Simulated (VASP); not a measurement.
OSZICAR of a VASP run on GaSb (zinc blende):

### OSZICAR
```
       N       E                     dE             d eps       ncg     rms          rms(c)
DAV:   1    -0.149039434928E+04   -0.14904E+04   -0.78525E+03    78   0.150E+03
DAV:   2    -0.155994178204E+04   -0.69547E+02   -0.67452E+02    78   0.278E+02
DAV:   3    -0.156518732438E+04   -0.52455E+01   -0.51855E+01    98   0.673E+01
DAV:   4    -0.156528808261E+04   -0.10076E+00   -0.99158E-01   106   0.975E+00
DAV:   5    -0.697285649644E+01    0.15583E+04   -0.64742E+00    78   0.323E+01    0.189E+01
DAV:   6    -0.693077403797E+01    0.42082E-01   -0.48033E-01    88   0.577E+00    0.145E+01
DAV:   7    -0.688915348881E+01    0.41621E-01   -0.82673E-02    91   0.168E+00    0.995E+00
DAV:   8    -0.687872795677E+01    0.10426E-01   -0.15997E-02   106   0.789E-01    0.618E+00
DAV:   9    -0.687648205525E+01    0.22459E-02   -0.42236E-03    88   0.387E-01    0.373E+00
DAV:  10    -0.687690588148E+01   -0.42383E-03   -0.19300E-03    78   0.247E-01    0.223E+00
DAV:  11    -0.687771492527E+01   -0.80904E-03   -0.81372E-04    83   0.167E-01    0.131E+00
DAV:  12    -0.687830878944E+01   -0.59386E-03   -0.31766E-04    83   0.111E-01    0.766E-01
DAV:  13    -0.687866426369E+01   -0.35547E-03   -0.13558E-04    88   0.716E-02    0.441E-01
DAV:  14    -0.687885948940E+01   -0.19523E-03   -0.59804E-05    88   0.456E-02    0.255E-01
DAV:  15    -0.687896259294E+01   -0.10310E-03   -0.27245E-05    78   0.302E-02    0.147E-01
DAV:  16    -0.687901553502E+01   -0.52942E-04   -0.12531E-05    78   0.203E-02    0.846E-02
DAV:  17    -0.687904227355E+01   -0.26739E-04   -0.58779E-06    93   0.139E-02    0.484E-02
DAV:  18    -0.687905562764E+01   -0.13354E-04   -0.27837E-06    78   0.962E-03    0.278E-02
DAV:  19    -0.687906209579E+01   -0.64681E-05   -0.13160E-06    75   0.676E-03    0.159E-02
DAV:  20    -0.687906525858E+01   -0.31628E-05   -0.66734E-07    62   0.512E-03    0.914E-03
DAV:  21    -0.687906676608E+01   -0.15075E-05   -0.33007E-07    64   0.366E-03    0.536E-03
DAV:  22    -0.687906744755E+01   -0.68147E-06   -0.17517E-07    49   0.293E-03
   1 F= -.68790674E+01 E0= -.68790674E+01  d E =-.380952E-11
```

Problem. Which electronic solver shows in the log?

Solution. It is blocked Davidson (ALGO = Normal, or the opening steps of other solvers). The INCAR had ALGO = Normal.

Problem. Can the final energy be trusted as converged?

Solution. The run converged. It stopped with EDIFF = 1E-6, NELM = 100 (HSE06 screened hybrid, plane waves, VASP's PBE PAW potentials (set 64)).

The compound is GaSb in the zinc blende structure. The cell was not relaxed at this level. The k-mesh is coarse (spacing up to 0.87 per Å, 2π included), so the numbers may not be converged in it.
